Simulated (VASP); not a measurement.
Consider the following.

```yaml
crystal:
  lattice:
    - [0.00000, 3.76932, 3.76932]
    - [3.76932, 0.00000, 3.76932]
    - [3.76932, 3.76932, 0.00000]
  atoms:
    - { symbol: Hg, position: [0.00000, 0.00000, 0.00000] }
    - { symbol: I, position: [0.25000, 0.25000, 0.25000] }
    - { symbol: I, position: [0.75000, 0.75000, 0.75000] }
```

Method: PBEsol GGA, VASP's PBE PAW potentials (set 64) (plane waves; VASP). Numerical set-up: 400 eV cut-off, 8×8×8 Γ-centred mesh, tetrahedra with Blöchl corrections, potentials Hg I.

Unless said otherwise, spin-orbit coupling is left out, though it shifts the bands of the heavy elements here.

What does the run give for the energy per atom (σ→0), band gap (on the k-mesh) with the smallest direct gap where there is one?

```yaml
band gap (on the k-mesh): none (metal, semimetal or under 0.01 eV)
energy per atom (σ→0): -1.217 eV/atom
```

The absolute energy has meaning only against runs of the same code, potentials and settings.

The structure was generated: HgI2 was put into the fluorite type (Fm-3m), which need not be its known phase. It was relaxed first, which changed the volume by +17 %.
